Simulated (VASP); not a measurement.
```xyz
1
Lattice="-3.2470 3.2470 3.2470 3.2470 -3.2470 3.2470 3.2470 3.2470 -3.2470" Properties=species:S:1:pos:R:3 pbc="T T T"
Cs     0.0000     0.0000     0.0000
```

Computed with revPBE GGA, VASP's PBE PAW potentials (set 64) (plane waves; VASP 6.6.1). Settings: 520 eV cut-off, 8×8×8 Γ-centred mesh, first-order Methfessel-Paxton smearing of 0.10 eV, potentials Cs_sv.

Unless said otherwise, spin-orbit coupling is left out, though it shifts the bands of the heavy elements here.

**Question.** Predict the energy per atom (σ→0), band gap (on the k-mesh) with the smallest direct gap where there is one.

**Answer.** 
The band gap (on the k-mesh) is none (metal, semimetal or under 0.01 eV) and the energy per atom (σ→0) is -745 meV/atom.

Only differences to runs with the same potentials and settings are physical.

The compound is Cs in the bcc structure. This cell is one point of a volume scan, at 1.06 of the reference volume.
